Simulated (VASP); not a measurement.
These are SCAN meta-GGA, VASP's PBE PAW potentials (set 64) (plane waves; VASP) values and carry that method's errors.

Input for VASP

**KPOINTS**
```
Automatic mesh
0
Gamma
6 6 3
0 0 0
```

### POSCAR
```
MgI2
1
    2.0890991218    -3.6184253869     0.0000000000
    2.0890991218     3.6184253869     0.0000000000
    0.0000000000     0.0000000000     7.0806592067
Mg I
1 2
Direct
  0.0000000000   0.0000000000   0.0000000000
  0.3333330000   0.6666670000   0.2348114924
  0.6666670000   0.3333330000   0.7651885076
```

**INCAR**
```
ALGO=Normal
EDIFF=1E-7
EDIFFG=-0.01
ENCUT=520
IBRION=2
ISIF=4
ISMEAR=0
LASPH=T
LCHARG=F
LMAXMIX=4
LMIXTAU=T
LREAL=F
LWAVE=F
METAGGA=SCAN
NELM=100
NSW=30
PREC=Accurate
SIGMA=0.05
SYSTEM=MgI2
```

POTCAR, in this order: Mg I (PBE.64 set). Program: vasp_std.

Output of the run:

### OSZICAR
```
       N       E                     dE             d eps       ncg     rms          rms(c)
DAV:   1     0.518016470841E+01    0.51802E+01   -0.60550E+03   408   0.107E+03
DAV:   2    -0.780284480468E+02   -0.83209E+02   -0.76933E+02   588   0.150E+02
DAV:   3    -0.843605398236E+02   -0.63321E+01   -0.63104E+01   508   0.507E+01
DAV:   4    -0.844666858620E+02   -0.10615E+00   -0.10611E+00   508   0.819E+00
DAV:   5    -0.844690714754E+02   -0.23856E-02   -0.23855E-02   504   0.128E+00    0.307E+00
DAV:   6    -0.833886537633E+02    0.10804E+01   -0.43995E-01   416   0.516E+00    0.300E+00
DAV:   7    -0.817073730881E+02    0.16813E+01   -0.34422E-01   436   0.454E+00    0.140E+00
DAV:   8    -0.817874860209E+02   -0.80113E-01   -0.14007E-01   468   0.302E+00    0.410E-01
DAV:   9    -0.816988706908E+02    0.88615E-01   -0.20519E-01   420   0.616E+00    0.278E-01
DAV:  10    -0.818263671363E+02   -0.12750E+00   -0.15564E-01   416   0.503E+00    0.325E-01
DAV:  11    -0.818440905806E+02   -0.17723E-01   -0.11613E-02   452   0.142E+00    0.654E-02
DAV:  12    -0.818829994573E+02   -0.38909E-01   -0.58816E-02   408   0.326E+00    0.144E-01
DAV:  13    -0.818841691366E+02   -0.11697E-02   -0.49070E-04   492   0.184E-01    0.129E-01
DAV:  14    -0.818918812531E+02   -0.77121E-02   -0.10293E-03   424   0.501E-01    0.108E-01
DAV:  15    -0.818957716954E+02   -0.38904E-02   -0.13995E-03   444   0.542E-01    0.677E-02
DAV:  16    -0.818961768029E+02   -0.40511E-03   -0.10876E-03   440   0.447E-01    0.741E-02
DAV:  17    -0.818956835454E+02    0.49326E-03   -0.41998E-04   412   0.317E-01    0.780E-02
DAV:  18    -0.818962821332E+02   -0.59859E-03   -0.43423E-04   416   0.339E-01    0.701E-02
DAV:  19    -0.818962883866E+02   -0.62534E-05   -0.80353E-06   508   0.368E-02    0.693E-02
DAV:  20    -0.818962666183E+02    0.21768E-04   -0.14748E-05   424   0.612E-02    0.660E-02
DAV:  21    -0.818962738472E+02   -0.72289E-05   -0.72848E-06   416   0.426E-02    0.622E-02
DAV:  22    -0.818962771215E+02   -0.32743E-05   -0.42611E-07   456   0.988E-03    0.580E-02
DAV:  23    -0.818962811159E+02   -0.39944E-05   -0.46681E-07   420   0.105E-02    0.504E-02
DAV:  24    -0.818962856063E+02   -0.44904E-05   -0.78121E-07   416   0.149E-02    0.440E-02
DAV:  25    -0.818962924913E+02   -0.68851E-05   -0.53871E-07   412   0.813E-03    0.351E-02
DAV:  26    -0.818962990534E+02   -0.65620E-05   -0.87882E-07   416   0.109E-02    0.233E-02
DAV:  27    -0.818963079883E+02   -0.89349E-05   -0.70918E-07   408   0.996E-03    0.121E-02
DAV:  28    -0.818963107149E+02   -0.27266E-05   -0.13397E-07   296   0.462E-03    0.779E-03
DAV:  29    -0.818963149286E+02   -0.42137E-05   -0.28649E-07   388   0.653E-03    0.269E-03
DAV:  30    -0.818963169525E+02   -0.20239E-05   -0.92345E-08   288   0.403E-03    0.802E-04
DAV:  31    -0.818963171564E+02   -0.20385E-06   -0.18448E-08   216   0.140E-03    0.474E-04
DAV:  32    -0.818963171431E+02    0.13277E-07   -0.42422E-09   216   0.691E-04
   1 F= -.81896317E+02 E0= -.81896317E+02  d E =-.818963E+02
       N       E                     dE             d eps       ncg     rms          rms(c)
DAV:   1    -0.818963365210E+02   -0.19365E-04   -0.10499E-03   416   0.192E-01    0.126E-02
DAV:   2    -0.818963416023E+02   -0.50813E-05   -0.37067E-05   428   0.540E-02    0.638E-03
DAV:   3    -0.818963408639E+02    0.73845E-06   -0.32243E-06   444   0.219E-02    0.381E-03
DAV:   4    -0.818963408256E+02    0.38327E-07   -0.18674E-06   436   0.127E-02    0.132E-03
DAV:   5    -0.818963394417E+02    0.13839E-05   -0.63800E-07   416   0.122E-02    0.609E-04
DAV:   6    -0.818963404585E+02   -0.10168E-05   -0.28752E-07   428   0.629E-03    0.102E-03
DAV:   7    -0.818963402295E+02    0.22899E-06   -0.35873E-08   280   0.245E-03    0.424E-04
DAV:   8    -0.818963403906E+02   -0.16111E-06   -0.18579E-08   228   0.189E-03    0.107E-04
DAV:   9    -0.818963401884E+02    0.20221E-06   -0.10098E-08   216   0.156E-03    0.888E-05
DAV:  10    -0.818963402444E+02   -0.55993E-07   -0.13620E-09   216   0.398E-04
   2 F= -.81896340E+02 E0= -.81896340E+02  d E =-.231013E-04
       N       E                     dE             d eps       ncg     rms          rms(c)
DAV:   1    -0.818963650701E+02   -0.24882E-04   -0.94531E-03   408   0.577E-01    0.381E-02
DAV:   2    -0.818963996844E+02   -0.34614E-04   -0.33350E-04   428   0.162E-01    0.191E-02
DAV:   3    -0.818963945368E+02    0.51476E-05   -0.29309E-05   444   0.659E-02    0.113E-02
DAV:   4    -0.818963937862E+02    0.75066E-06   -0.16938E-05   440   0.388E-02    0.397E-03
DAV:   5    -0.818963889707E+02    0.48155E-05   -0.60780E-06   408   0.379E-02    0.182E-03
DAV:   6    -0.818963922676E+02   -0.32970E-05   -0.27166E-06   428   0.197E-02    0.304E-03
DAV:   7    -0.818963914755E+02    0.79213E-06   -0.33317E-07   432   0.734E-03    0.115E-03
DAV:   8    -0.818963917327E+02   -0.25722E-06   -0.16535E-07   352   0.587E-03    0.337E-04
DAV:   9    -0.818963912572E+02    0.47553E-06   -0.54320E-08   280   0.367E-03    0.186E-04
DAV:  10    -0.818963915212E+02   -0.26402E-06   -0.16064E-08   228   0.164E-03    0.730E-05
DAV:  11    -0.818963913959E+02    0.12535E-06   -0.11438E-09   216   0.361E-04    0.215E-05
DAV:  12    -0.818963914260E+02   -0.30150E-07   -0.36290E-10   212   0.311E-04
   3 F= -.81896391E+02 E0= -.81896391E+02  d E =-.742829E-04
```

### OUTCAR
```
------------------------ aborting loop because EDIFF is reached ----------------------------------------
  FORCE on cell =-STRESS in cart. coord.  units (eV):
  Direction    XX          YY          ZZ          XY          YZ          ZX
  --------------------------------------------------------------------------------------
  Total       -0.0220850     -0.0220850     -0.0091579      0.0000000      0.0000000      0.0000000
  in kB       -0.3305407     -0.3305406     -0.1370637      0.0000000      0.0000000      0.0000000
  external PRESSURE =      -0.2660483 kB  Pullay stress =       0.0000000 kB
  volume of cell :      107.05
      direct lattice vectors                 reciprocal lattice vectors
     2.087840594 -3.616245557 -0.000000000     0.239481884 -0.138264947  0.000000000
     2.087840594  3.616245557 -0.000000000     0.239481884  0.138264947  0.000000000
     0.000000000  0.000000000  7.089198062     0.000000000  0.000000000  0.141059679
 POSITION                                       TOTAL-FORCE (eV/Angst)
 -----------------------------------------------------------------------------------
      0.00000     -0.00000     -0.00000         0.000000      0.000000      0.000000
      2.08784      1.20542      1.66223         0.000000     -0.000000     -0.005780
      2.08784     -1.20542      5.42697        -0.000000      0.000000      0.005780
 -----------------------------------------------------------------------------------
    total drift:                               -0.000000     -0.000000      0.000000
  FREE ENERGIE OF THE ION-ELECTRON SYSTEM (eV)
  ---------------------------------------------------
  free  energy   TOTEN  =       -81.8963914260 eV

  energy  without entropy=      -81.8963914260  energy(sigma->0) =      -81.89639143

 reached required accuracy - stopping structural energy minimisation
```
(Selected blocks of OUTCAR.)

CONTCAR:
```
MgI2
   1.00000000000000
     2.0878405942967118   -3.6162455565769092   -0.0000000000000000
     2.0878405942967118    3.6162455565769092   -0.0000000000000000
     0.0000000000000000    0.0000000000000000    7.0891980616671377
  Mg              I
     1     2
Direct
     0.0000000000000000    0.0000000000000000    0.0000000000000000
     0.3333330000000032    0.6666669999999968    0.2344736943953216
     0.6666669999999968    0.3333330000000032    0.7655263056046785
```

File OUTCAR:
```
 val. band max:        1.5219408522   @ k =   0.0000   0.0000   0.0000

 cond. band min:       5.7091975673   @ k =   0.5000   0.0000   0.3333


 Fermi energy:         1.7405129946

 k-point     1 :       0.0000    0.0000    0.0000
  band No.  band energies     occupation
      1     -10.7927      2.00000
      2     -10.1101      2.00000
      3      -1.7810      2.00000
      4       1.1604      2.00000
      5       1.1605      2.00000
      6       1.5185      2.00000
      7       1.5219      2.00000
      8       1.5219      2.00000
      9       6.0107      0.00000
     10       7.0481      0.00000
     11       8.8800      0.00000
     12       8.8800      0.00000

 k-point     2 :       0.1667    0.0000    0.0000
  band No.  band energies     occupation
      1     -10.6508      2.00000
      2     -10.0357      2.00000
      3      -1.5993      2.00000
      4       0.1975      2.00000
      5       0.7169      2.00000
      6       0.8590      2.00000
      7       1.4560      2.00000
      8       1.4606      2.00000
      9       6.8250      0.00000
     10       7.6232      0.00000
     11       8.4270      0.00000
     12       9.2836      0.00000

 k-point     3 :       0.3333    0.0000    0.0000
  band No.  band energies     occupation
      1     -10.3143      2.00000
      2      -9.9032      2.00000
      3      -1.5050      2.00000
      4      -0.9564      2.00000
      5      -0.2466      2.00000
      6       0.4238      2.00000
      7       1.1465      2.00000
      8       1.2455      2.00000
      9       6.2342      0.00000
     10       7.7142      0.00000
     11       8.1676      0.00000
     12       9.3881      0.00000

 k-point     4 :       0.5000    0.0000    0.0000
  band No.  band energies     occupation
      1     -10.0820      2.00000
      2      -9.8791      2.00000
      3      -1.9488      2.00000
      4      -1.2269      2.00000
      5      -0.1242      2.00000
      6       0.2444      2.00000
...
```

Unless said otherwise, spin-orbit coupling is left out, though it shifts the bands of the heavy elements here.

The compound is MgI2 in the 1T layered structure. This run relaxes it. Symmetry was kept, so distortions that lower it aren't found.
